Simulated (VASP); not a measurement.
Data:

```
ZnSe
1.0
    0.00000     2.81764     2.81764
    2.81764     0.00000     2.81764
    2.81764     2.81764     0.00000
Zn Se
1 1
Direct
  0.25000   0.25000   0.25000
  0.00000   0.00000   0.00000
```

Calculation: PBEsol GGA, VASP's PBE PAW potentials (set 64) (plane waves; VASP). Settings: 400 eV cut-off, 7×7×7 Γ-centred mesh, Gaussian smearing of 0.050 eV, potentials Zn Se.

Q: What does the run give for the energy per atom (σ→0), band gap (on the k-mesh) with the smallest direct gap where there is one?

A: 
```
Property                                         Result
-----------------------------------  ------------------
band gap (on the k-mesh)                        1.24 eV
smallest direct gap (on the k-mesh)             1.24 eV
energy per atom (σ→0)                -326.6 kJ/mol-atom
```

The absolute energy has meaning only against runs of the same code, potentials and settings.

The structure comes from a measured ZnSe entry (F-43m) of the Crystallography Open Database, whose conditions weren't checked. It was relaxed first, which changed the volume by -7 %. The start is the result of an earlier pass.
